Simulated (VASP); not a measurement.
Method: AM05 GGA, VASP's PBE PAW potentials (set 64) (plane waves; VASP).

VASP input:

### INCAR
```
! general
SYSTEM   =  Ni3Al
PREC     =  Accurate
ENCUT    =  520   ! plane-wave cut-off (eV)
LREAL    =  F   ! projection in real space or not
LASPH    =  T
ICHARG   =  11

! electronic loop
EDIFF    =  1E-7
NELM     =  100   ! most electronic steps
ALGO     =  Normal   ! blocked Davidson
LMAXMIX  =  4

! smearing
ISMEAR   =  0
SIGMA    =  0.05   ! width (eV)

! functional
GGA      =  AM

! spin
ISPIN    =  2   ! spin-polarised
MAGMOM   =  -0.0 3*0.2

! output
LWAVE    =  F
LCHARG   =  F
LORBIT   =  11   ! lm-projected
```

### KPOINTS
```
k-points along high-symmetry lines
15
Line-mode
Reciprocal
  0.000000   0.000000   0.000000 ! GAMMA
  0.000000   0.500000   0.000000 ! X

  0.000000   0.500000   0.000000 ! X
  0.500000   0.500000   0.000000 ! M

  0.500000   0.500000   0.000000 ! M
  0.000000   0.000000   0.000000 ! GAMMA

  0.000000   0.000000   0.000000 ! GAMMA
  0.500000   0.500000   0.500000 ! R

  0.500000   0.500000   0.500000 ! R
  0.000000   0.500000   0.000000 ! X

  0.500000   0.500000   0.500000 ! R
  0.500000   0.500000   0.000000 ! M
```

**POSCAR**
```
Ni3Al
1
    3.5177641878     0.0000000000     0.0000000000
    0.0000000000     3.5177641878     0.0000000000
    0.0000000000     0.0000000000     3.5177641878
Al Ni
1 3
Direct
  0.0000000000   0.0000000000   0.0000000000
  0.0000000000   0.5000000000   0.5000000000
  0.5000000000   0.0000000000   0.5000000000
  0.5000000000   0.5000000000   0.0000000000
```

POTCAR, in this order: Al Ni (PBE.64 set). Program: vasp_std. Read from the step before: CHGCAR.

**Question.** What will the output report for the number of irreducible k-points (NKPTS), largest plane-wave count, number of space-group operations, FFT grid (NGX, NGY, NGZ)?

**Answer.** 
number of irreducible k-points (NKPTS): 90
largest plane-wave count: 1208
number of space-group operations: 48
FFT grid (NGX, NGY, NGZ): 28 × 28 × 28

The compound is Ni3Al in the L1_2 structure. It was relaxed first.
